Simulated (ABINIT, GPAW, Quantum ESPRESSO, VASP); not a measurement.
## CsPbBr₃ (Pm-3m, 5 atoms in the cell) computed with different codes at matched settings

Self-consistent single point, at a second geometry (lattice scaled by 0.98). First geometry:

```yaml
crystal:
  lattice:
    - [5.87000, 0.00000, 0.00000]
    - [0.00000, 5.87000, 0.00000]
    - [0.00000, 0.00000, 5.87000]
  atoms:
    - { symbol: Cs, position: [0.00000, 0.00000, 0.00000] }
    - { symbol: Pb, position: [0.50000, 0.50000, 0.50000] }
    - { symbol: Br, position: [0.50000, 0.00000, 0.50000] }
    - { symbol: Br, position: [0.00000, 0.50000, 0.50000] }
    - { symbol: Br, position: [0.50000, 0.50000, 0.00000] }
```

Shared settings, as Quantum ESPRESSO writes them: occupations = smearing; smearing = fd; degauss = 0.000734986 Ry; K_POINTS = automatic 3 3 3 0 0 0. Potentials and cutoffs stand in the table.

```csv
code,model,ΔF from the first geometry (meV/atom),pressure (GPa),cutoff
VASP,"PBE, VASP's PBE PAW potentials (set 64)",28.6,2.67,300 eV
ABINIT,"PBE, PAW (JTH v2.0 PBE PAW)",29.1,2.71,21 Ha
GPAW,"PBE, GPAW PAW datasets PBE (gpaw-data 1.0.1)",27.9,2.72,550 eV
Quantum ESPRESSO,"PBE, PseudoDojo standard norm-conserving (PBE) pseudopotentials",27.9,2.74,65 Ry
```

On VASP's run: spin-orbit coupling is off.

The spread over the programs that give each value: ΔF from the first geometry within 1.2 meV/atom; pressure within 0.07 GPa.

The shared mesh is coarse (it stands for a supercell whose shortest vector is 17 Å), so the values are not converged in it.

This mesh misses zone-boundary points where a band edge of such crystals can lie, so no gaps are given.

VASP's run is marked for a possible Pulay error in its stress at this cutoff; no cutoff test was made.

The starting cell has typed, rounded lattice constants, without a prior relaxation at this level. For this run, on top of that: lattice scaled by 0.98.

Left out of this page: Ansatz, CP2K, Elk, FLEUR and SIESTA (not drawn, or without a comparable value).
